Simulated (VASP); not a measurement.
Energy against volume of AuAl₂ (fluorite). Method: PBE GGA with D3 dispersion (zero damping), VASP's PBE PAW potentials (set 64) (plane waves; VASP 6.6.1). Numerical set-up: 520 eV cut-off, 9×9×9 Γ-centred mesh, first-order Methfessel-Paxton smearing of 0.10 eV, potentials Al Au.

```csv
V (Å³/atom),E (eV/atom)
17.323,-4.31623
17.858,-4.32254
18.394,-4.31729
18.930,-4.30235
```

### Question
Fit these four points and predict the energy of the run at 16.787 Å³/atom.

### Answer
A cubic in V^(−2/3), the third-order Birch-Murnaghan form, passes through the four points with V0 = 17.87 Å³/atom and B0 = 115 GPa, and gives -4.2961 eV/atom there. The run gave -4.2962 eV/atom, -0.1 meV/atom from the fit; all five points give B0 = 115 GPa.

The compound is AuAl2 in the fluorite structure. It was relaxed first.
